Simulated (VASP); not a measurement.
Here is the system:

```xyz
2
Lattice="0.0000 2.9316 2.9316 2.9316 0.0000 2.9316 2.9316 2.9316 0.0000" Properties=species:S:1:pos:R:3 pbc="T T T"
Hg     0.0000     0.0000     0.0000
Te     1.4658     1.4658     1.4658
```

These are PBEsol GGA, VASP's PBE PAW potentials (set 64) (plane waves; VASP) values and carry that method's errors. Numerical set-up: 500 eV cut-off, 11×11×11 Γ-centred mesh, first-order Methfessel-Paxton smearing of 0.10 eV, potentials Hg Te.

Unless said otherwise, spin-orbit coupling is left out, though it shifts the bands of the heavy elements here.

Task: Predict the energy per atom (σ→0), pressure, band gap (on the k-mesh) with the smallest direct gap where there is one.

Result: 
| Property | Result |
|---|---|
| band gap (on the k-mesh) | none (metal, semimetal or under 0.01 eV) |
| energy per atom (σ→0) | -1.548 eV/atom |
| pressure | 30.07 GPa |

Only differences to runs with the same potentials and settings are physical.

The compound is HgTe in the zinc blende structure. It was relaxed first under an external pressure of 30 GPa.
